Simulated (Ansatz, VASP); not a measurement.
# Cross-check of TlBr3 between VASP and Ansatz

Wanted: the spread between two codes on one cell, functional and k mesh. The cell is generated by rule, not measured, and may not be a known phase. The cell is taken from a series of runs on this material, whose earlier steps may have relaxed, scaled, displaced or heated it; both programs get it as it stands.

Calculated with Ansatz 0.2.0; plane waves, with VASP 6.6.1 beside it; zone-centre phonons at PBEsol.

The structure was built from a prototype and need not be the compound's stable phase.

## 1. Starting point

Symmetry: P4mm, No. 99, tetragonal system. The conventional cell has a = 5.080 Å, b = 5.080 Å, c = 6.436 Å, α = 90.00°, β = 90.00°, γ = 90.00°. Nearest to Tl lie 5 Br at 2.53 to 2.78 Å. Nearest to Br lie 2 Tl at 2.78 Å. Nearest to Br lie 1 Tl at 2.53 Å. Farther neighbours and most contacts between anions are not listed.

## 2. VASP: zone-centre phonons, PBEsol

Second derivatives magnify differences that forces hide, and they need a tight electronic threshold.

Lines of VASP's logs that name or quote its potential files are left out, and so is its time.

Contents of INCAR:

```
SYSTEM = TlBr3
PREC = Accurate
ENCUT = 500
EDIFF = 1E-08
NELM = 120
ISMEAR = 1
SIGMA = 0.2
LREAL = .FALSE.
ALGO = Normal
GGA = PS
NBANDS = 23
LORBIT = 11
LWAVE = .FALSE.
LCHARG = .FALSE.
ISIF = 2
IBRION = 8
LASPH = .TRUE.
GGA_COMPAT = .FALSE.
KPAR = 2
```

Contents of POSCAR:

```
TlBr3
1.0
    5.0799688784      0.0000000000      0.0000000000
    0.0000000000      5.0799688784      0.0000000000
    0.0000000000      0.0000000000      6.4356685548
Tl Br
1 3
Direct
    0.0000000000      0.0000000000      0.0995983290
    0.5000000000      0.0000000000      0.9236218353
    0.0000000000      0.0000000000      0.4928096241
    0.0000000000      0.5000000000      0.9236218353
```

Contents of KPOINTS:

```
Automatic mesh
0
Gamma
8 8 8
0 0 0
```

PAW data sets: Tl_d and Br (PBE family, release 64).

On the command line:

```console
> mpirun -np 2 vasp_std
```

Numbers of over 12 decimals in the logs are rounded to 6 here.

Log:

```text
[banner, memory and clock lines left out]
running    2 mpi-ranks, on    1 nodes
 distrk:  each k-point on    1 cores,    2 groups
 distr:  one band on    1 cores,    1 groups

 POSCAR found type information on POSCAR TlBr
 POSCAR found :  2 types and       4 ions
|                                                                             |
|               ----> ADVICE to this user running VASP <----                  |
|                                                                             |
|     You enforced a specific xc type in the INCAR file but a different       |
|     [... a line on the potential file left out ...]
|     I HOPE YOU KNOW WHAT YOU ARE DOING!                                     |
|                                                                             |

 LDA part: xc-table for (Slater+PW92), standard interpolation
 POSCAR, INCAR and KPOINTS ok, starting setup
 FFT: planning ... GRIDC
 FFT: planning ... GRID_SOFT
 FFT: planning ... GRID
 WAVECAR not read
 entering main loop
       N       E                     dE             d eps       ncg     rms          rms(c)
DAV:   1     0.212491971665E+03    0.21249E+03   -0.14067E+04  3450   0.119E+03
DAV:   2     0.543823135768E+01   -0.20705E+03   -0.20150E+03  4634   0.240E+02
DAV:   3    -0.992219044677E+01   -0.15360E+02   -0.15258E+02  4157   0.620E+01
DAV:   4    -0.101003692425E+02   -0.17818E+00   -0.17809E+00  4150   0.788E+00
DAV:   5    -0.101027988419E+02   -0.24296E-02   -0.24295E-02  4335   0.922E-01    0.970E+00
DAV:   6    -0.957365920951E+01    0.52914E+00   -0.70322E-01  4157   0.698E+00    0.723E+00
DAV:   7    -0.952438387910E+01    0.49275E-01   -0.35281E-01  4220   0.388E+00    0.207E+00
DAV:   8    -0.951803769294E+01    0.63462E-02   -0.72163E-02  3905   0.217E+00    0.430E-01
DAV:   9    -0.951788092197E+01    0.15677E-03   -0.40610E-03  4024   0.573E-01    0.180E-01
DAV:  10    -0.951812546105E+01   -0.24454E-03   -0.58908E-04  4045   0.137E-01    0.431E-02
DAV:  11    -0.951817987476E+01   -0.54414E-04   -0.68378E-05  4385   0.687E-02    0.198E-02
DAV:  12    -0.951820898048E+01   -0.29106E-04   -0.25381E-05  3940   0.274E-02    0.134E-02
DAV:  13    -0.951821993961E+01   -0.10959E-04   -0.97760E-06  3982   0.158E-02    0.374E-03
DAV:  14    -0.951822020276E+01   -0.26315E-06   -0.59172E-07  4136   0.470E-03    0.278E-03
DAV:  15    -0.951822041842E+01   -0.21566E-06   -0.29553E-07  3975   0.277E-03    0.336E-04
DAV:  16    -0.951822043731E+01   -0.18889E-07   -0.16335E-08  3144   0.722E-04    0.393E-04
DAV:  17    -0.951822044996E+01   -0.12650E-07   -0.51329E-09  2775   0.440E-04    0.123E-04
DAV:  18    -0.951822045025E+01   -0.29831E-09   -0.62892E-10  2460   0.178E-04
   1 F= -.95182205E+01 E0= -.95178214E+01  d E =-.119707E-02
 Linear response reoptimize wavefunctions to high precision
DAV:   1    -0.951822045072E+01   -0.46612E-09   -0.14775E-10  2887   0.795E-05
DAV:   2    -0.951822045071E+01    0.90949E-11   -0.24748E-11  2096   0.305E-05
 Linear response DOF=           7
 Linear response progress:
  Degree of freedom:   1/  7
       N       E                     dE             d eps       ncg     rms          rms(c)
RMM:   1    -0.344555187215E+00   -0.34456E+00   -0.19319E-01 12960   0.334E+00
RMM:   2    -0.344698927520E+00   -0.14374E-03   -0.46659E-03 12018   0.436E-01    0.140E-01
RMM:   3    -0.344149308096E+00    0.54962E-03   -0.13774E-04 13879   0.724E-02    0.797E-02
RMM:   4    -0.343468245546E+00    0.68106E-03   -0.51695E-05 13906   0.403E-02    0.862E-03
RMM:   5    -0.343437099590E+00    0.31146E-04   -0.14271E-06 14430   0.687E-03    0.362E-03
RMM:   6    -0.343461354223E+00   -0.24255E-04   -0.46204E-07 13142   0.338E-03    0.744E-04
RMM:   7    -0.343469286503E+00   -0.79323E-05   -0.32787E-08 13601   0.842E-04    0.226E-04
RMM:   8    -0.343470342966E+00   -0.10565E-05   -0.15793E-08 12575   0.557E-04    0.101E-04
RMM:   9    -0.343469732938E+00    0.61003E-06   -0.24980E-09 14053   0.214E-04    0.259E-05
RMM:  10    -0.343469874602E+00   -0.14166E-06   -0.45400E-11 14398   0.402E-05    0.171E-05
RMM:  11    -0.343469831200E+00    0.43403E-07   -0.88351E-11 13908   0.374E-05    0.558E-06
RMM:  12    -0.343469826803E+00    0.43962E-08    0.23149E-10 14025   0.111E-05    0.316E-06
 first order change of Fermi-energy  -0.79410E-04
 force on displaced ion       1 direction 1 :  -1.749   0.000  -0.000
 Linear response progress:
  Degree of freedom:   2/  7
       N       E                     dE             d eps       ncg     rms          rms(c)
RMM:   1    -0.350045024787E+00   -0.35005E+00   -0.20310E-01  5719   0.328E+00
RMM:   2    -0.348863070650E+00    0.11820E-02   -0.47475E-03  5279   0.439E-01    0.224E-01
RMM:   3    -0.348057099039E+00    0.80597E-03   -0.32547E-04  6199   0.892E-02    0.140E-01
RMM:   4    -0.347324320156E+00    0.73278E-03   -0.88880E-05  6193   0.441E-02    0.434E-02
RMM:   5    -0.347093992484E+00    0.23033E-03   -0.21971E-05  6313   0.215E-02    0.642E-03
RMM:   6    -0.347158301778E+00   -0.64309E-04   -0.25785E-06  6003   0.745E-03    0.187E-03
RMM:   7    -0.347172359446E+00   -0.14058E-04   -0.10041E-06  5886   0.313E-03    0.678E-04
RMM:   8    -0.347170129121E+00    0.22303E-05   -0.61006E-07  6157   0.179E-03    0.360E-04
RMM:   9    -0.347168395645E+00    0.17335E-05    0.47992E-08  6188   0.669E-04    0.865E-05
[...]
RMM:   3    -0.145113316009E+00   -0.31907E-03   -0.25699E-04 12477   0.690E-02    0.799E-02
RMM:   4    -0.145409096934E+00   -0.29578E-03   -0.98752E-05 12676   0.402E-02    0.143E-02
RMM:   5    -0.145367250696E+00    0.41846E-04   -0.68794E-06 13074   0.118E-02    0.239E-03
RMM:   6    -0.145367933977E+00   -0.68328E-06   -0.10303E-07 13492   0.168E-03    0.138E-03
RMM:   7    -0.145369376158E+00   -0.14422E-05   -0.31397E-08 13302   0.104E-03    0.249E-04
RMM:   8    -0.145369345316E+00    0.30843E-07    0.15739E-09 13811   0.169E-04    0.110E-04
RMM:   9    -0.145370027791E+00   -0.68248E-06   -0.25636E-09 13240   0.123E-04    0.175E-05
RMM:  10    -0.145370018852E+00    0.89384E-08   -0.34823E-09 13990   0.244E-05    0.656E-06
 first order change of Fermi-energy   0.31779E-03
 force on displaced ion       2 direction 1 :  -4.192   0.000  -0.000
 Linear response progress:
  Degree of freedom:   4/  7
       N       E                     dE             d eps       ncg     rms          rms(c)
RMM:   1    -0.148616953428E+00   -0.14862E+00    0.52652E-02 15727   0.148E+00
RMM:   2    -0.147000421310E+00    0.16165E-02   -0.35038E-03 12293   0.244E-01    0.455E-02
RMM:   3    -0.147052161098E+00   -0.51740E-04   -0.85744E-05 12928   0.373E-02    0.259E-02
RMM:   4    -0.147141969448E+00   -0.89808E-04   -0.14757E-05 13288   0.183E-02    0.347E-03
RMM:   5    -0.147163670061E+00   -0.21701E-04   -0.38889E-07 13304   0.279E-03    0.144E-03
RMM:   6    -0.147170602665E+00   -0.69326E-05   -0.12713E-07 12637   0.136E-03    0.303E-04
RMM:   7    -0.147169430514E+00    0.11722E-05   -0.80368E-09 12581   0.454E-04    0.998E-05
RMM:   8    -0.147168825713E+00    0.60480E-06    0.47783E-10 12193   0.159E-04    0.330E-05
RMM:   9    -0.147169082330E+00   -0.25662E-06    0.81764E-10 12640   0.772E-05    0.142E-05
RMM:  10    -0.147169057986E+00    0.24343E-07    0.27237E-09 13276   0.267E-05    0.511E-06
RMM:  11    -0.147169112952E+00   -0.54965E-07    0.51907E-09 12171   0.120E-05    0.141E-06
RMM:  12    -0.147169097062E+00    0.15890E-07    0.12035E-08 11702   0.681E-06    0.622E-07
RMM:  13    -0.147169097263E+00   -0.20118E-09   -0.29825E-09  6325   0.475E-06    0.304E-07
 first order change of Fermi-energy  -0.15864E-03
 force on displaced ion       2 direction 2 :   0.000  -0.622  -0.001
 Linear response progress:
  Degree of freedom:   5/  7
       N       E                     dE             d eps       ncg     rms          rms(c)
RMM:   1    -0.152999280219E+00   -0.15300E+00    0.57076E-02 11781   0.152E+00
RMM:   2    -0.150924073089E+00    0.20752E-02   -0.30865E-03  8783   0.257E-01    0.105E-01
RMM:   3    -0.150993278380E+00   -0.69205E-04   -0.94040E-05  9362   0.437E-02    0.631E-02
RMM:   4    -0.151081980000E+00   -0.88702E-04   -0.16149E-05  9701   0.190E-02    0.151E-02
RMM:   5    -0.151105296346E+00   -0.23316E-04   -0.10792E-06  9775   0.541E-03    0.322E-03
RMM:   6    -0.151101235374E+00    0.40610E-05   -0.10629E-07  9538   0.187E-03    0.122E-03
RMM:   7    -0.151100219671E+00    0.10157E-05   -0.36575E-08  9495   0.105E-03    0.292E-04
RMM:   8    -0.151101248691E+00   -0.10290E-05   -0.27091E-08  9275   0.630E-04    0.140E-04
RMM:   9    -0.151101223420E+00    0.25271E-07   -0.53009E-09  9703   0.253E-04    0.398E-05
RMM:  10    -0.151101176937E+00    0.46483E-07   -0.87536E-10  9427   0.805E-05    0.133E-05
RMM:  11    -0.151101193262E+00   -0.16325E-07   -0.13351E-09  9879   0.328E-05    0.450E-06
RMM:  12    -0.151101187191E+00    0.60711E-08   -0.10529E-09  9791   0.128E-05    0.215E-06
 first order change of Fermi-energy  -0.50180E+00
 force on displaced ion       2 direction 3 :   0.000   0.000  -1.739
 Linear response progress:
  Degree of freedom:   6/  7
       N       E                     dE             d eps       ncg     rms          rms(c)
RMM:   1    -0.149160816335E+00   -0.14916E+00    0.45763E-02 16083   0.141E+00
RMM:   2    -0.147148722661E+00    0.20121E-02   -0.37708E-03 12075   0.256E-01    0.564E-02
RMM:   3    -0.147186129084E+00   -0.37406E-04   -0.85317E-05 12719   0.391E-02    0.331E-02
RMM:   4    -0.147289174985E+00   -0.10305E-03   -0.23351E-05 13114   0.236E-02    0.450E-03
RMM:   5    -0.147316068224E+00   -0.26893E-04   -0.53630E-07 13018   0.351E-03    0.167E-03
RMM:   6    -0.147326533169E+00   -0.10465E-04   -0.19453E-07 12576   0.180E-03    0.471E-04
RMM:   7    -0.147324437850E+00    0.20953E-05   -0.24818E-08 11487   0.692E-04    0.101E-04
RMM:   8    -0.147324405630E+00    0.32221E-07   -0.16877E-09 13187   0.202E-04    0.544E-05
RMM:   9    -0.147325210729E+00   -0.80510E-06   -0.28120E-09 11354   0.118E-04    0.169E-05
RMM:  10    -0.147325077224E+00    0.13351E-06   -0.89130E-10 13615   0.317E-05    0.687E-06
RMM:  11    -0.147325101465E+00   -0.24241E-07   -0.27297E-09 12922   0.174E-05    0.199E-06
RMM:  12    -0.147325092297E+00    0.91679E-08    0.71156E-11 11624   0.726E-06    0.104E-06
 first order change of Fermi-energy   0.81627E-04
 force on displaced ion       3 direction 1 :  -0.105   0.000   0.000
 Linear response progress:
  Degree of freedom:   7/  7
       N       E                     dE             d eps       ncg     rms          rms(c)
RMM:   1    -0.150501782015E+00   -0.15050E+00    0.86588E-02  7157   0.154E+00
RMM:   2    -0.148630292336E+00    0.18715E-02   -0.37616E-03  5401   0.292E-01    0.265E-01
RMM:   3    -0.148875640917E+00   -0.24535E-03   -0.35291E-04  5424   0.725E-02    0.150E-01
RMM:   4    -0.149158188001E+00   -0.28255E-03   -0.10194E-04  5528   0.383E-02    0.328E-02
RMM:   5    -0.149134219578E+00    0.23968E-04   -0.30049E-06  5719   0.106E-02    0.786E-03
RMM:   6    -0.149096085551E+00    0.38134E-04   -0.33861E-06  5395   0.470E-03    0.235E-03
RMM:   7    -0.149098350491E+00   -0.22649E-05   -0.87789E-07  5596   0.138E-03    0.631E-04
RMM:   8    -0.149101166917E+00   -0.28164E-05   -0.15379E-07  5606   0.942E-04    0.232E-04
RMM:   9    -0.149100554647E+00    0.61227E-06   -0.27548E-08  5673   0.310E-04    0.144E-04
RMM:  10    -0.149101032042E+00   -0.47739E-06    0.25398E-08  5757   0.159E-04    0.286E-05
RMM:  11    -0.149100869854E+00    0.16219E-06   -0.24900E-08  5824   0.550E-05    0.958E-06
RMM:  12    -0.149100807409E+00    0.62445E-07   -0.63287E-09  5917   0.211E-05    0.433E-06
RMM:  13    -0.149100806464E+00    0.94567E-09   -0.63648E-10  5366   0.145E-05    0.234E-06
 first order change of Fermi-energy  -0.49745E+00
 force on displaced ion       3 direction 3 :  -0.000  -0.000  -8.403
 Linear response finished
```

[end of part 1 of 2]

[Lines on the potential files, build, host, timing and source positions are cut from VASP's logs without a mark.]

[Logs are printed without paths, hosts, clocks, repeated set-up lines and the standing remarks that a program may print on its own settings, such as how far it seeks lower states.]

[Hosts, paths, dates, database ids (printed as entryN), source tags and the programs' standing remarks are cut or masked in the printed files.]
